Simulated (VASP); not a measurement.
Level of theory: PBE GGA, VASP's PBE PAW potentials (set 64) (plane waves; VASP).

A VASP calculation is set up with these files.

INCAR:
```
SYSTEM=SnO2
PREC=Accurate; ENCUT=620; LREAL=.FALSE.
LASPH=.TRUE.
EDIFF=1E-6; NELM=100; ALGO=Normal
LMAXMIX=4
ISMEAR=0; SIGMA=0.05
GGA=PE
IBRION=2; NSW=40; ISIF=3
EDIFFG=-0.02; PSTRESS=450
LWAVE=.FALSE.; LCHARG=.FALSE.
```

File POSCAR:
```
SnO2
1
    4.5844479946     0.0000000000     0.0000000000
    0.0000000000     4.5844479946     0.0000000000
    0.0000000000     0.0000000000     3.1641684941
Sn O
2 4
Direct
  0.0000000000   0.0000000000   0.0000000000
  0.5000000000   0.5000000000   0.5000000000
  0.3051271988   0.3051271988   0.0000000000
  0.8051271988   0.1948728012   0.5000000000
  0.1948728012   0.8051271988   0.5000000000
  0.6948728012   0.6948728012   0.0000000000
```

**KPOINTS**
```
Automatic mesh
0
Gamma
5 5 7
0 0 0
```

POTCAR, in this order: Sn_d O (PBE.64 set). Program: vasp_std.

The run wrote:

### OSZICAR
```
...
   1 F= -.17870179E+02 E0= -.17870179E+02  d E =-.178702E+02
       N       E                     dE             d eps       ncg     rms          rms(c)
DAV:   1    -0.417051413782E+02   -0.51567E+01   -0.19470E+02  1926   0.225E+02    0.211E+01
DAV:   2    -0.346484273799E+02    0.70567E+01   -0.18450E+01  2025   0.664E+01    0.802E+00
DAV:   3    -0.331542574667E+02    0.14942E+01   -0.40824E+00  2197   0.486E+01    0.204E+00
DAV:   4    -0.330316574865E+02    0.12260E+00   -0.66170E-01  2400   0.193E+01    0.780E-01
DAV:   5    -0.330354832791E+02   -0.38258E-02   -0.21301E-01  1684   0.362E+00    0.295E-01
DAV:   6    -0.330334482310E+02    0.20350E-02   -0.12691E-02  2049   0.832E-01    0.130E-01
DAV:   7    -0.330334692241E+02   -0.20993E-04   -0.81694E-04  1952   0.309E-01    0.994E-02
DAV:   8    -0.330333373079E+02    0.13192E-03   -0.29360E-04  2144   0.412E-01    0.124E-02
DAV:   9    -0.330333395109E+02   -0.22030E-05   -0.72878E-05  2318   0.768E-02    0.803E-03
DAV:  10    -0.330333385457E+02    0.96512E-06   -0.36340E-06  1646   0.316E-02
   2 F= -.17020004E+02 E0= -.17020004E+02  d E =0.850174E+00
       N       E                     dE             d eps       ncg     rms          rms(c)
DAV:   1    -0.400800762849E+02   -0.70467E+01   -0.11842E+02  1976   0.231E+02    0.138E+01
DAV:   2    -0.368516566628E+02    0.32284E+01   -0.93671E+00  2075   0.400E+01    0.568E+00
DAV:   3    -0.359913421799E+02    0.86031E+00   -0.22459E+00  2069   0.295E+01    0.121E+00
DAV:   4    -0.359353526923E+02    0.55989E-01   -0.43772E-01  2282   0.120E+01    0.800E-01
DAV:   5    -0.359293232805E+02    0.60294E-02   -0.12588E-01  1736   0.283E+00    0.187E-01
DAV:   6    -0.359271302475E+02    0.21930E-02   -0.65310E-03  1832   0.636E-01    0.139E-01
DAV:   7    -0.359271869476E+02   -0.56700E-04   -0.79100E-04  1996   0.349E-01    0.110E-01
DAV:   8    -0.359269973070E+02    0.18964E-03   -0.54692E-04  2046   0.416E-01    0.160E-02
DAV:   9    -0.359269993360E+02   -0.20290E-05   -0.56079E-05  2251   0.712E-02    0.408E-03
DAV:  10    -0.359269999626E+02   -0.62660E-06   -0.63246E-07  1173   0.185E-02
   3 F= -.18005957E+02 E0= -.18005957E+02  d E =-.135779E+00
       N       E                     dE             d eps       ncg     rms          rms(c)
DAV:   1    -0.359009338344E+02    0.26066E-01   -0.20696E-02  1925   0.264E+00    0.196E-01
DAV:   2    -0.359002796661E+02    0.65417E-03   -0.17532E-03  2068   0.579E-01    0.750E-02
DAV:   3    -0.359001336311E+02    0.14603E-03   -0.32967E-04  2200   0.449E-01    0.182E-02
DAV:   4    -0.359001228539E+02    0.10777E-04   -0.47645E-05  2172   0.182E-01    0.584E-03
DAV:   5    -0.359001242225E+02   -0.13686E-05   -0.15298E-05  1742   0.349E-02    0.206E-03
DAV:   6    -0.359001255524E+02   -0.13299E-05   -0.72979E-07   870   0.850E-03    0.869E-04
DAV:   7    -0.359001257945E+02   -0.24210E-06   -0.10797E-07   821   0.494E-03
   4 F= -.18006207E+02 E0= -.18006207E+02  d E =-.136029E+00
       N       E                     dE             d eps       ncg     rms          rms(c)
DAV:   1    -0.358849175025E+02    0.15208E-01   -0.67114E-03  1925   0.151E+00    0.112E-01
DAV:   2    -0.358847044944E+02    0.21301E-03   -0.57095E-04  2068   0.334E-01    0.428E-02
DAV:   3    -0.358846570323E+02    0.47462E-04   -0.10855E-04  2216   0.258E-01    0.103E-02
DAV:   4    -0.358846544310E+02    0.26013E-05   -0.15591E-05  2194   0.103E-01    0.332E-03
DAV:   5    -0.358846551506E+02   -0.71958E-06   -0.49310E-06  1408   0.200E-02
   5 F= -.18006195E+02 E0= -.18006195E+02  d E =-.136016E+00
       N       E                     dE             d eps       ncg     rms          rms(c)
DAV:   1    -0.358738706577E+02    0.10784E-01   -0.11394E+00  1510   0.818E+00    0.750E-01
DAV:   2    -0.358685131619E+02    0.53575E-02   -0.60972E-02  1852   0.259E+00    0.421E-01
DAV:   3    -0.358631894088E+02    0.53238E-02   -0.77746E-03  2263   0.127E+00    0.878E-02
DAV:   4    -0.358632671052E+02   -0.77696E-04   -0.22472E-03  1899   0.359E-01    0.354E-02
DAV:   5    -0.358632553985E+02    0.11707E-04   -0.98234E-05  1971   0.107E-01    0.127E-02
DAV:   6    -0.358632566976E+02   -0.12991E-05   -0.16628E-05  2005   0.342E-02    0.452E-03
DAV:   7    -0.358632565822E+02    0.11541E-06   -0.66851E-07   982   0.106E-02
   6 F= -.18008704E+02 E0= -.18008704E+02  d E =-.250930E-02
       N       E                     dE             d eps       ncg     rms          rms(c)
DAV:   1    -0.358709241910E+02   -0.76675E-02   -0.82153E-02  1496   0.221E+00    0.201E-01
DAV:   2    -0.358705455104E+02    0.37868E-03   -0.44110E-03  1858   0.711E-01    0.113E-01
DAV:   3    -0.358701625566E+02    0.38295E-03   -0.56846E-04  2270   0.346E-01    0.235E-02
DAV:   4    -0.358701672502E+02   -0.46936E-05   -0.16217E-04  1899   0.960E-02    0.949E-03
DAV:   5    -0.358701654611E+02    0.17892E-05   -0.66646E-06  1749   0.271E-02    0.358E-03
DAV:   6    -0.358701652650E+02    0.19600E-06   -0.92520E-07   947   0.925E-03
   7 F= -.18009115E+02 E0= -.18009115E+02  d E =-.292074E-02
       N       E                     dE             d eps       ncg     rms          rms(c)
DAV:   1    -0.359039359428E+02   -0.33770E-01   -0.23694E-01  1637   0.464E+00    0.332E-01
DAV:   2    -0.359027516974E+02    0.11842E-02   -0.71618E-03  2044   0.948E-01    0.173E-01
DAV:   3    -0.359021192073E+02    0.63249E-03   -0.10393E-03  2116   0.573E-01    0.420E-02
DAV:   4    -0.359020924682E+02    0.26739E-04   -0.23631E-04  2285   0.159E-01    0.138E-02
DAV:   5    -0.359020895499E+02    0.29182E-05   -0.19178E-05  1798   0.424E-02    0.580E-03
DAV:   6    -0.359020884347E+02    0.11153E-05   -0.13387E-06  1062   0.228E-02    0.188E-03
DAV:   7    -0.359020884680E+02   -0.33346E-07   -0.59749E-07   828   0.873E-03
   8 F= -.18009903E+02 E0= -.18009903E+02  d E =-.787197E-03
       N       E                     dE             d eps       ncg     rms          rms(c)
DAV:   1    -0.359031748069E+02   -0.10864E-02   -0.28688E-04  1638   0.163E-01    0.116E-02
DAV:   2    -0.359031734257E+02    0.13812E-05   -0.85635E-06  2001   0.347E-02    0.603E-03
DAV:   3    -0.359031724639E+02    0.96175E-06   -0.91836E-07   835   0.214E-02
   9 F= -.18009903E+02 E0= -.18009903E+02  d E =-.787786E-03
       N       E                     dE             d eps       ncg     rms          rms(c)
DAV:   1    -0.358531386159E+02    0.50035E-01   -0.24305E-01  1866   0.611E+00    0.433E-01
DAV:   2    -0.358504416837E+02    0.26969E-02   -0.11677E-02  2251   0.131E+00    0.185E-01
DAV:   3    -0.358496271366E+02    0.81455E-03   -0.16674E-03  2225   0.912E-01    0.537E-02
DAV:   4    -0.358495595952E+02    0.67541E-04   -0.34543E-04  2321   0.372E-01    0.174E-02
DAV:   5    -0.358495634415E+02   -0.38463E-05   -0.10264E-04  1779   0.877E-02    0.632E-03
DAV:   6    -0.358495651469E+02   -0.17054E-05   -0.55915E-06  1801   0.304E-02    0.421E-03
DAV:   7    -0.358495655840E+02   -0.43715E-06   -0.48343E-07   821   0.966E-03
  10 F= -.18009820E+02 E0= -.18009820E+02  d E =0.831927E-04
       N       E                     dE             d eps       ncg     rms          rms(c)
DAV:   1    -0.358797935798E+02   -0.30228E-01   -0.70835E-02  1866   0.332E+00    0.233E-01
DAV:   2    -0.358790175457E+02    0.77603E-03   -0.33903E-03  2251   0.706E-01    0.997E-02
DAV:   3    -0.358787763011E+02    0.24124E-03   -0.49664E-04  2241   0.490E-01    0.287E-02
DAV:   4    -0.358787513800E+02    0.24921E-04   -0.10332E-04  2289   0.198E-01    0.987E-03
DAV:   5    -0.358787499460E+02    0.14339E-05   -0.29778E-05  1771   0.469E-02    0.345E-03
DAV:   6    -0.358787483022E+02    0.16439E-05   -0.11343E-06   877   0.160E-02    0.150E-03
DAV:   7    -0.358787480415E+02    0.26061E-06   -0.41679E-07   765   0.826E-03
  11 F= -.18010113E+02 E0= -.18010113E+02  d E =-.209644E-03
```

### OUTCAR
```
------------------------ aborting loop because EDIFF is reached ----------------------------------------
  FORCE on cell =-STRESS in cart. coord.  units (eV):
  Direction    XX          YY          ZZ          XY          YZ          ZX
  --------------------------------------------------------------------------------------
  Total       17.8471314     17.8471314     17.8942147     -0.0000000      0.0000000      0.0000000
  in kB      449.4584542    449.4584542    450.6441896     -0.0000000      0.0000000      0.0000000
  external PRESSURE =      -0.1463007 kB  Pullay stress =     450.0000000 kB
  volume of cell :       63.62
      direct lattice vectors                 reciprocal lattice vectors
     4.501793484 -0.000000000  0.000000000     0.222133690 -0.000000000  0.000000000
     0.000000000  4.501793484  0.000000000     0.000000000  0.222133690  0.000000000
     0.000000000  0.000000000  3.139195138     0.000000000  0.000000000  0.318552991
 POSITION                                       TOTAL-FORCE (eV/Angst)
 -----------------------------------------------------------------------------------
      0.00000     -0.00000      0.00000        -0.000000      0.000000     -0.000000
      2.25090      2.25090      1.56960        -0.000000      0.000000     -0.000000
      1.37468      1.37468      0.00000        -0.006671     -0.006671     -0.000000
      3.62557      0.87622      1.56960        -0.006671      0.006671      0.000000
      0.87622      3.62557      1.56960         0.006671     -0.006671     -0.000000
      3.12712      3.12712      0.00000         0.006671      0.006671      0.000000
 -----------------------------------------------------------------------------------
    total drift:                                0.000000      0.000000      0.000000
  FREE ENERGIE OF THE ION-ELECTRON SYSTEM (eV)
  ---------------------------------------------------
  free  energy   TOTEN  =       -35.8787480415 eV

  energy  without entropy=      -35.8787480415  energy(sigma->0) =      -35.87874804
  enthalpy is  TOTEN    =       -18.0101129110 eV   P V=       17.8686351305

 reached required accuracy - stopping structural energy minimisation
```
(Selected blocks of OUTCAR.)

CONTCAR:
```
SnO2
   1.00000000000000
     4.5017934837917721   -0.0000000000000000    0.0000000000000000
     0.0000000000000000    4.5017934837917721    0.0000000000000000
     0.0000000000000000    0.0000000000000000    3.1391951377957139
  Sn              O
     2     4
Direct
     0.0000000000000000    0.0000000000000000    0.0000000000000000
     0.5000000000000000    0.5000000000000000    0.5000000000000000
     0.3053619124242266    0.3053619124242266    0.0000000000000000
     0.8053619124242268    0.1946380875757734    0.5000000000000000
     0.1946380875757734    0.8053619124242268    0.5000000000000000
     0.6946380875757732    0.6946380875757732    0.0000000000000000
```

**OUTCAR**
```
 val. band max:        7.5912297018   @ k =   0.0000   0.0000   0.0000

 cond. band min:      10.2064374717   @ k =   0.0000   0.0000   0.0000


 Fermi energy:         7.8814863004

 k-point     1 :       0.0000    0.0000    0.0000
  band No.  band energies     occupation
      1     -13.7661      2.00000
      2     -12.7613      2.00000
      3     -12.3246      2.00000
      4     -12.1856      2.00000
      5     -12.1605      2.00000
      6     -12.1605      2.00000
      7     -11.9794      2.00000
      8     -11.8222      2.00000
      9     -11.7719      2.00000
     10     -11.7719      2.00000
     11     -11.5855      2.00000
     12      -9.8331      2.00000
     13      -9.8331      2.00000
     14      -7.1107      2.00000
     15      -0.8320      2.00000
     16       3.0508      2.00000
     17       3.2724      2.00000
     18       3.2724      2.00000
     19       4.0321      2.00000
     20       5.4596      2.00000
     21       5.9539      2.00000
     22       6.3797      2.00000
     23       6.3797      2.00000
     24       6.7573      2.00000
     25       6.7573      2.00000
     26       7.5912      2.00000
     27      10.2064      0.00000
     28      14.3191      0.00000
     29      14.3191      0.00000
     30      14.5321      0.00000
     31      18.7675      0.00000

 k-point     2 :       0.2000    0.0000    0.0000
  band No.  band energies     occupation
      1     -13.6827      2.00000
      2     -12.7501      2.00000
      3     -12.4526      2.00000
      4     -12.1978      2.00000
      5     -12.1554      2.00000
      6     -12.1550      2.00000
      7     -11.9626      2.00000
      8     -11.8344      2.00000
      9     -11.7788      2.00000
     10     -11.7783      2.00000
     11     -11.5570      2.00000
     12     -10.1387      2.00000
     13      -9.4386      2.00000
     14      -7.2459      2.00000
     15      -0.5874      2.00000
     16       2.6511      2.00000
     17       3.2432      2.00000
...
```

Energy and stress use the plane-wave basis of the starting cell. Unless said otherwise, spin-orbit coupling is left out, though it shifts the bands of the heavy elements here.

The compound is SnO2 in the rutile structure. This run relaxes it under an external pressure of 45 GPa. Symmetry was kept, so distortions that lower it aren't found.
